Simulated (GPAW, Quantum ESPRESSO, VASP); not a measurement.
# One structure in several programs: ZnSe (F-43m, 2 atoms in the cell)

Self-consistent single point, at a second geometry (lattice scaled by 0.98). First geometry:

```xyz
2
Lattice="0.0000 2.8350 2.8350 2.8350 0.0000 2.8350 2.8350 2.8350 0.0000" Properties=species:S:1:pos:R:3 pbc="T T T"
Zn     0.0000     0.0000     0.0000
Se     1.4175     1.4175     1.4175
```

Shared settings, as Quantum ESPRESSO writes them: occupations = smearing; smearing = fd; degauss = 0.000734986 Ry; K_POINTS = automatic 10 10 10 0 0 0. Potentials and cutoffs stand in the table.

```csv
code,model,ΔF from the first geometry (meV/atom),pressure (GPa),gap on the mesh (eV),cutoff
VASP,"PBE, VASP's PBE PAW potentials (set 64)",–,–,1.531,300 eV
Quantum ESPRESSO,"PBE, SSSP 1.1.2 efficiency (PBE) pseudopotentials",36.0,6.43,1.525,50 Ry
GPAW,"PBE, GPAW PAW datasets PBE (gpaw-data 1.0.1)",35.0,6.59,1.542,800 eV
```

A dash marks a value that a program does not give, or that is left out as unsure.

Gaps are read on the mesh.

The spread over the programs that give each value: ΔF from the first geometry within 1.0 meV/atom; pressure within 0.16 GPa; gap on the mesh within 0.017 eV.

VASP's run is marked for a possible Pulay error in its stress at this cutoff; no cutoff test was made.

The starting cell has typed, rounded lattice constants, without a prior relaxation at this level. For this run, on top of that: lattice scaled by 0.98.

Left out of this page: Ansatz, ABINIT, CP2K, Elk and FLEUR (not drawn, or without a comparable value); SIESTA (unsound by tests on forces, stress, charge or solver warnings).
